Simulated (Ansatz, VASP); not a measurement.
# HgIr: VASP beside Ansatz

Wanted: the spread between two codes on one cell, functional and k mesh. The cell is invented: As first built, before any earlier steps moved the atoms (in the runner's words): it takes the ZnIr structure with some of its atoms replaced by other elements, volume scaled by an estimate. It may not be a known or stable phase. The cell is taken from a series of runs on this material, whose earlier steps may have relaxed, scaled, displaced or heated it; both programs get it as it stands. Valence electrons are named where the data sets of a main pair hold unlike numbers.

Method: plane waves, with VASP 6.6.1 beside it; single point at revPBE with D3(BJ), in Ansatz 0.2.0.

**1. Starting point**

Symmetry: P-6m2, No. 187, hexagonal system. Conventional cell: a = 2.878 Å, b = 2.878 Å, c = 4.651 Å, α = 90.00°, β = 90.00°, γ = 120.00°. Hg has 6 Ir at 2.86 Å and 6 Hg at 2.88 Å nearest. Nearest to Ir lie 6 Hg at 2.86 Å and 6 Ir at 2.88 Å. As first built, before any earlier steps moved the atoms (in the runner's words): sites of the ZnIr structure (space group 187) filled with other elements, volume scaled by an estimate. Farther neighbours are not listed.

**2. Ansatz: single point, revPBE with D3(BJ)**

Ansatz runs on its default PAW (the set named soft_2) files.

With cell and atoms fixed, the geometry can't cause a difference; cores, projectors, grids and the points listed under the comparison can.

File input.yaml:

```yaml
crystal:
  lattice:
    - [2.8783549287, 0.0, 0.0]
    - [-1.4391774644, 2.4927290308, 0.0]
    - [0.0, 0.0, 4.6506731072]
  atoms:
    - { symbol: Hg, position: [0.66666667, 0.33333333, 0.5] }
    - { symbol: Ir, position: [0.0, 0.0, 0.0] }
hamiltonian:
  xc: revpbe
  pseudopotentials: { kind: paw }
  dispersion: d3bj
kpoints:
  mp_grid: { grid: [13, 13, 7] }
scf:
  occupations: { method: tetrahedron }
output:
  forces: true
  stress: true
```

On the command line:

```sh
$ ansatz run input.yaml --threads 2 --pin off --max-ram 4608MiB --backend cpu --events-out ev --progress --plain --runs-dir out
```

Numbers of over 12 decimals in the logs are rounded to 6 here.

Output:

```text
Warning: output.forces, output.stress, relax.cell or npt_langevin: where a Kohn–Sham band that disperses or a degenerate level is filled in part under the method tetrahedron, the forces or the stress that this run publishes need not agree with its energy (scf.occupations.method in the input reference, under Limitations); prefer a smearing scheme for the forces or the stress
Engine: ansatz 0.2.0, aarch64-unknown-linux-gnu
Pseudopotentials: kind: paw
Pseudopotential: Hg, paw, valence charge 20, recommended cutoff 420 eV (normal), Hg.paw.azcp
Pseudopotential: Ir, paw, valence charge 17, recommended cutoff 420 eV (normal), Ir.paw.azcp
Functional definition: revPBE
  parameter kappa = 1.245
  parameter beta = 0.066725
  exchange = pbe_x(kappa = kappa, mu = beta*pi^2/3)
  correlation = pbe_c(beta = beta)
Crystal: 2 atoms, lattice volume = 33.368 Å³
Basis set: ecut = 420 eV, 663 PW (Γ), exchange–correlation on 40×40×64 points (8 copies of the dense FFT grid, shifted against one another)
Bands: 23, of which v1, the nominal top of the filled ones, is band 19 counted from 1 (18 counted from 0)
Symmetry: 12 space group operations
Space group: P-6m2 (ITA 187), of the structure as read, at distance tolerance 3.2e-5 Å
k-points: 84 of 1183 (time reversal used)
Non-local potential: Hg, projectors of the file, l = 0: 3, l = 1: 2, l = 2: 2, l = 3: 1
Non-local potential: Ir, projectors of the file, l = 0: 3, l = 1: 2, l = 2: 2, l = 3: 1
PAW form: soft (Blöchl's): semilocal exchange-correlation on the pseudo side does not see the compensation charge
PAW frozen core: Hg, regenerated for the run's functional, and the local potential with it (the file was generated under x = pbe(κ = 0.804, μ = 0.219515), c = pbe(β = 0.066725))
PAW frozen core: Ir, regenerated for the run's functional, and the local potential with it (the file was generated under x = pbe(κ = 0.804, μ = 0.219515), c = pbe(β = 0.066725))
PAW one-centre angular grid: Hg, 590 points (default); XC on 64 Gauss nodes
PAW one-centre angular grid: Ir, 590 points (default); XC on 64 Gauss nodes
Initial density: superposition of atomic densities (neutral atoms: chi_scale 0, normalization atom), corrected by the library's trained network
Initial wavefunctions: pseudopotential atomic-orbital guess
Functional: x = revpbe(κ = 1.245, μ = 0.219515), c = pbe(β = 0.066725)
SCF iter   1: F=—  HF=-25769.894359 eV  |F-HF|=—  |Δ(HF+E_count)|=         —  Δρ=6.59e-3  dr2=1.12e-2  ethr=1.77e-3  ⟨swp⟩=5.0  Hψ=7546  notcnv=0
preconditioner: auto → Kerker (q_TF=auto, 2.776 Å⁻¹)  [metal: no gap  n_scr=10 (ndim 8)  ℏωp=29.5 eV  f_vac=0.000]
SCF iter   2: F=—  HF=-25769.894860 eV  |F-HF|=—  |Δ(HF+E_count)|=   5.01e-4  Δρ=3.58e-3  dr2=3.87e-3  ethr=3.01e-5  ⟨swp⟩=2.1  Hψ=3052  notcnv=0  defer=28
SCF iter   3: F=—  HF=-25769.894720 eV  |F-HF|=—  |Δ(HF+E_count)|=   1.39e-4  Δρ=6.64e-4  dr2=2.98e-4  ethr=1.05e-5  ⟨swp⟩=2.4  Hψ=2793  notcnv=0  defer=28
SCF iter   4: F=—  HF=-25769.894627 eV  |F-HF|=—  |Δ(HF+E_count)|=   9.38e-5  Δρ=1.82e-4  dr2=1.86e-5  ethr=8.06e-7  ⟨swp⟩=2.6  Hψ=2830  notcnv=0  defer=28
SCF iter   5: F=—  HF=-25769.894606 eV  |F-HF|=—  |Δ(HF+E_count)|=   2.10e-5  Δρ=3.91e-5  dr2=4.16e-7  ethr=5.02e-8  ⟨swp⟩=2.3  Hψ=2770  notcnv=0  defer=28
SCF iter   6: F=-25769.894605 eV  HF=-25769.894605 eV  |F-HF|=2.42e-9  |Δ(HF+E_count)|=   1.02e-6  Δρ=8.97e-6  dr2=1.85e-8  ethr=2.70e-10  ⟨swp⟩=4.6  Hψ=6629  notcnv=0
SCF 1 converged in 6 iterations: F = -25769.894605 eV  dr2 = 1.85e-8
  greatest PAW one-centre occupation: 1.000 electrons in one spin orbital (limit 2), on the Hg atom at site 0 (counted from 0), in its partial waves of l = 0
SCF converged after 6 iterations
Stability not checked: this state was not tested for a lower state beside it, because cold or Methfessel-Paxton smearing, or corrected tetrahedra, fill the levels in a way that the test cannot read (fill_not_monotonic; see scf.lower_state_search)
Free energy (F): -25769.894605 eV
Harris-Foulkes:  -25769.894605 eV  (|F-HF|=2.42e-9)
Internal energy: -25769.894579 eV  (E = F + TS)
E sigma→0 (E₀):  -25769.894605 eV
Entropy (-TS):   -0.000025 eV (-0.013 meV/atom)
Fermi energy:    21.772557 eV
--- Per-component energies (eV) ---
  E_band       = -391.786094
  E_kinetic    = 1229.168276
  E_local      = -3228.232676  (includes V_loc(G=0)·N_el)
  E_nonlocal   = 143.781920
  E_hartree    = 1348.579368
  E_xc         = -489.590300
  E_vxc        = -563.513511  (∫ρ·V_xc dr)
  E_paw        = -19186.694465  (= ΣΔE_a)
  E_vpaw       = -670.151391  (= ΣTr[D̂ρ^β])
  E_aug_tail   = 0.001042  (compensation charges beyond the density's cutoff)
  E_ewald      = -5584.485934
  E_disp       = -2.356798  (pairwise vdW)
  E_core_change = -0.065013  (= ΣΔE_core)
  E_smearing   = -0.000025  (= −TS)
  E_closure    = -0.000000  (closes the sum)
  Σ components = -25769.894605   (vs F -25769.894605, Δ=0.00e0)
--- Forces (eV/Å), atoms counted from 1 ---
  atom   1  Hg     0.00000000    -0.00000000     0.00000000
  atom   2  Ir    -0.00000000     0.00000000     0.00000000
  max |Σ_I F_I| component: 7.40e-17 eV/Å
--- Stress (GPa, compression-positive) ---
       -1.225636      -0.000000       0.000000
       -0.000000      -1.225636       0.000000
        0.000000       0.000000      -2.834952
  P = ⅓ Tr σ = -1.7621 GPa (-17.621 kbar)
--- Band table (eV; the first three rows and the last of 84) ---
  k-point 0: bands = [... 15 lower, 19.5163, 19.5163, 20.3870, 21.6457, 21.6457, 25.3792, 35.3334, 37.3682]
  k-point 1: bands = [... 15 lower, 19.5485, 19.5485, 19.6870, 21.6438, 21.6438, 26.5774, 35.0268, 37.3778]
  k-point 2: bands = [... 15 lower, 18.8290, 19.6277, 19.6277, 21.6322, 21.6322, 29.0457, 34.6357, 36.5563]
  k-point 83: bands = [... 15 lower, 18.9668, 19.4696, 21.1957, 23.9406, 25.5784, 26.8136, 27.2204, 28.0265]
```

Reading the cycles: dr2 is the Hartree energy of the density residual (eV), the measure of convergence; HF is the Harris–Foulkes estimate of the energy, which meets the free energy F at convergence.

The run ends at a pressure of -1.76 GPa.

**3. VASP: single point, revPBE with D3(BJ)**

The same cell, functional, mesh and smearing now go to VASP, with its own data sets.

Lines of VASP's logs that name or quote its potential files are left out, and so is its time.

File INCAR:

```
SYSTEM = HgIr
PREC = Accurate
ENCUT = 420
EDIFF = 1E-06
NELM = 100
ISMEAR = -5
SIGMA = 0.1
LREAL = .FALSE.
ALGO = Normal
GGA = RE
IVDW = 12
NBANDS = 24
LORBIT = 11
LWAVE = .FALSE.
LCHARG = .FALSE.
KPAR = 2
ISIF = 2
```

File POSCAR:

```
HgIr
1.0
    2.8783549287      0.0000000000      0.0000000000
   -1.4391774644      2.4927290308      0.0000000000
    0.0000000000      0.0000000000      4.6506731072
Hg Ir
1 1
Direct
    0.6666666700      0.3333333300      0.5000000000
    0.0000000000      0.0000000000      0.0000000000
```

File KPOINTS:

```
Automatic mesh
0
Gamma
13 13 7
0 0 0
```

Potentials, in the order of the species: Hg_sv_GW and Ir_sv_GW (PBE family, release 64).

On the command line:

```sh
$ mpirun -np 2 vasp_std
```

Output:

```text
[banner, memory and clock lines left out]
running    2 mpi-ranks, on    1 nodes
 distrk:  each k-point on    1 cores,    2 groups
 distr:  one band on    1 cores,    1 groups

 POSCAR found type information on POSCAR HgIr
 POSCAR found :  2 types and       2 ions
|                                                                             |
|               ----> ADVICE to this user running VASP <----                  |
|                                                                             |
|     You enforced a specific xc type in the INCAR file but a different       |
|     [... a line on the potential file left out ...]
|     I HOPE YOU KNOW WHAT YOU ARE DOING!                                     |
|                                                                             |

 LDA part: xc-table for (Slater+PW92), standard interpolation
 POSCAR, INCAR and KPOINTS ok, starting setup
 FFT: planning ... GRIDC
 FFT: planning ... GRID_SOFT
 FFT: planning ... GRID
 WAVECAR not read
 entering main loop
       N       E                     dE             d eps       ncg     rms          rms(c)
DAV:   1     0.540319279102E+03    0.54032E+03   -0.22216E+04  4280   0.167E+03
DAV:   2     0.218538596405E+02   -0.51847E+03   -0.49919E+03  4312   0.725E+02
DAV:   3    -0.762363354589E+01   -0.29477E+02   -0.28992E+02  5624   0.162E+02
DAV:   4    -0.836079504801E+01   -0.73716E+00   -0.73668E+00  4376   0.297E+01
DAV:   5    -0.839053774048E+01   -0.29743E-01   -0.29737E-01  6064   0.543E+00    0.772E+01
DAV:   6    -0.756232688418E+01    0.82821E+00   -0.31716E+00  4512   0.116E+01    0.388E+01
DAV:   7    -0.751438916659E+01    0.47938E-01   -0.10532E+00  5840   0.132E+01    0.127E+01
DAV:   8    -0.744598577796E+01    0.68403E-01   -0.25974E-01  5656   0.601E+00    0.221E+00
DAV:   9    -0.744306473800E+01    0.29210E-02   -0.24131E-02  5792   0.238E+00    0.558E-01
DAV:  10    -0.744283442344E+01    0.23031E-03   -0.82639E-04  5608   0.471E-01    0.325E-01
DAV:  11    -0.744275690434E+01    0.77519E-04   -0.31334E-04  4952   0.172E-01    0.891E-02
DAV:  12    -0.744276465087E+01   -0.77465E-05   -0.22920E-05  4896   0.533E-02    0.359E-02
DAV:  13    -0.744276500913E+01   -0.35826E-06   -0.12061E-06  3584   0.141E-02
   1 F= -.97992228E+01 E0= -.97992228E+01  d E =0.000000E+00
|                                                                             |
|           W    W    AA    RRRRR   N    N  II  N    N   GGGG   !!!           |
|           W    W   A  A   R    R  NN   N  II  NN   N  G    G  !!!           |
|           W    W  A    A  R    R  N N  N  II  N N  N  G       !!!           |
|           W WW W  AAAAAA  RRRRR   N  N N  II  N  N N  G  GGG   !            |
|           WW  WW  A    A  R   R   N   NN  II  N   NN  G    G                |
|           W    W  A    A  R    R  N    N  II  N    N   GGGG   !!!           |
|                                                                             |
|     Tetrahedron method does not include variations of the Fermi             |
|     occupations, so forces and stress will be inaccurate. We suggest        |
|     using a different smearing scheme ISMEAR = 1 or 2 for metals in         |
|     relaxations.                                                            |
|                                                                             |
```

OUTCAR, selected parts (step 3):

```text
ion  position               nearest neighbor table
   1  0.667  0.333  0.500-   2 2.86   2 2.86   2 2.86   2 2.86   2 2.86   2 2.86
   2  0.000  0.000  0.000-   1 2.86   1 2.86   1 2.86   1 2.86   1 2.86   1 2.86

  LATTYP: Found a hexagonal cell.
 ALAT       =     2.8783549287
 C/A-ratio  =     1.6157399704

 Subroutine GETGRP returns: Found 12 space group operations
 (whereof 12 operations were pure point group operations)

The static configuration has the point symmetry D_3h.

 Found     84 irreducible k-points:

   k-points           NKPTS =     84   k-points in BZ     NKDIM =     84   number of bands    NBANDS=     24

   dimension x,y,z NGX =    20 NGY =   20 NGZ =   32
   dimension x,y,z NGXF=    40 NGYF=   40 NGZF=   64

   ENCUT  =  420.0 eV  30.87 Ry    5.56 a.u.   4.81  4.81  7.77*2*pi/ulx,y,z

   NELECT =      37.0000    total number of electrons

 k-points in reciprocal lattice and weights: Automatic mesh
   0.00000000  0.00000000  0.00000000       0.001
   0.07692308  0.00000000  0.00000000       0.005
   0.15384615 -0.00000000  0.00000000       0.005
   0.23076923  0.00000000  0.00000000       0.005
   0.30769231 -0.00000000  0.00000000       0.005
   0.38461538  0.00000000  0.00000000       0.005
   0.46153846 -0.00000000  0.00000000       0.005
   0.07692308  0.07692308  0.00000000       0.005
   0.15384615  0.07692308  0.00000000       0.010
[...]
0.38461538  0.23076923  0.42857143       0.010
   0.30769231  0.30769231  0.42857143       0.010

 average (electrostatic) potential at core
       1 -84.6440       2 -84.8914

 E-fermi :  10.0334

 k-point     1 :       0.0000    0.0000    0.0000
  band No.  band energies     occupation
    ...
     16       7.7783      2.00000
     17       7.7784      2.00000
     18       8.6629      2.00000
     19       9.9090      2.00000
     20       9.9090      0.75167
     21      13.6406      0.00000
     22      23.6045      0.00000
     23      25.6424      0.00000
     24      26.1025      0.00000

 k-point     2 :       0.0769    0.0000    0.0000
  band No.  band energies     occupation
    ...
     15       5.6947      2.00000
     16       7.6745      2.00000
     17       7.9268      2.00000
     18       8.2439      2.00000
     19       9.8962      2.00000
     20      10.5573     -0.07201
     21      13.6297      0.00000
     22      23.7079      0.00000
     23      25.6997      0.00000
     24      25.8607      0.00000

 k-point     3 :       0.1538   -0.0000    0.0000
  band No.  band energies     occupation
    ...
     15       6.0390      2.00000
     16       7.4663      2.00000
     17       7.6646      2.00000
     18       8.3578      2.00000
     19       9.8593      2.00000
     20      11.7765      0.00000
     21      13.6043      0.00000
     22      22.4454      0.00000
     23      24.8932      0.00000
     24      25.2024      0.00000

 Edisp (eV)   -2.35646

  Total      -0.90891    -0.90891    -1.24646     0.00000     0.00000     0.00000
  in kB     -43.64128   -43.64130   -59.84838     0.00000     0.00000     0.00000
  external pressure =      -49.04 kB  Pullay stress =        0.00 kB

  energy-cutoff  :      420.00
  volume of cell :       33.37
      direct lattice vectors                 reciprocal lattice vectors
     2.878354929  0.000000000  0.000000000     0.347420671  0.200583374  0.000000000
    -1.439177464  2.492729031  0.000000000     0.000000000  0.401166748  0.000000000
     0.000000000  0.000000000  4.650673107     0.000000000  0.000000000  0.215022638

 POSITION                                       TOTAL-FORCE (eV/Angst)
 -----------------------------------------------------------------------------------
      1.43918      0.83091      2.32534         0.000000      0.000000      0.000000
      0.00000      0.00000      0.00000        -0.000000     -0.000000      0.000000
 -----------------------------------------------------------------------------------
    total drift:                               -0.000057      0.000034      0.000000

  FREE ENERGIE OF THE ION-ELECTRON SYSTEM (eV)
  ---------------------------------------------------
  free  energy   TOTEN  =        -9.7992227528 eV

  energy  without entropy=       -9.7992227528  energy(sigma->0) =       -9.79922275

 total charge
# of ion       s       p       d       f       tot
--------------------------------------------------
    1        2.514   6.616   8.878   0.025  18.033
    2        3.608   6.055   6.413   0.010  16.086
--------------------------------------------------
tot          6.123  12.671  15.291   0.035  34.120

[... 3 further parts left out ...]
```

This run has no spin polarisation. Its electron count is odd, so without a moment it is a metal by construction. Dispersion corrections of this kind ignore metallic screening and tend to overbind metals. With tetrahedra the forces and stress of a metal are not exact derivatives of the energy.

**4. Comparison**

Known differences besides the potentials themselves: Ansatz makes its cores anew for this functional, VASP keeps those of its PBE data sets; VASP leaves aspherical gradient terms in its spheres out (LASPH is not set), Ansatz keeps them. Total energies have different zeros and are not compared.

Both answers:

```
                                        quantity  Ansatz   VASP  difference
                                  pressure (GPa)   -1.76  -4.90       +3.14
pressure without Ansatz's Pulay correction (GPa)   -1.83  -4.90       +3.07
```

Ansatz's pressure holds a Pulay correction of 0.07 GPa; VASP's holds none.

**5. What came out**

| Property | Result |
| --- | --- |
| difference in pressure (single point, revPBE with D3(BJ)) | 3.1 GPa |

What this shows: The difference in pressure is 3.1 GPa (single point, revPBE with D3(BJ)), beyond the 1 GPa picked in this series as the mark of a large difference. What causes the difference of the single point, revPBE with D3(BJ) pair stays open here. Such differences can come from data sets, numerical settings and the points named under the comparisons, not from the functional's error against experiment.

[Lines on the potential files, build, host, timing and source positions are cut from VASP's logs without a mark.]

[Logs are printed without paths, hosts, clocks, repeated set-up lines and the standing remarks that a program may print on its own settings, such as how far it seeks lower states.]

[Hosts, paths, dates, database ids (printed as entryN), source tags and the programs' standing remarks are cut or masked in the printed files.]
